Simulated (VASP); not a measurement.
Input:

```
CELL_PARAMETERS angstrom
     -1.65237     1.65237     1.65237
      1.65237    -1.65237     1.65237
      1.65237     1.65237    -1.65237
ATOMIC_POSITIONS crystal
  Nb 0.00000 0.00000 0.00000
```

Calculation: r2SCAN meta-GGA, VASP's PBE PAW potentials (set 64) (plane waves; VASP). Numerical set-up: 520 eV cut-off, 17×17×17 Γ-centred mesh, tetrahedra with Blöchl corrections, potentials Nb_sv.

Q: Give the energies of bands 5 to 9 at the high-symmetry points, in eV from the Fermi level.

A: 
```
band      Γ      H      N      P
----  -----  -----  -----  -----
5     -6.27  -3.87  -3.89  -1.18
6      0.46  -3.87  -1.69  -1.18
7      0.46   5.86   2.25  -1.18
8      0.46   5.86   3.59   4.45
9      3.57   5.86   4.31   4.45
```

It has no gap at this level: it comes out as a metal or semimetal.

The compound is Nb in the bcc structure. It was relaxed first.
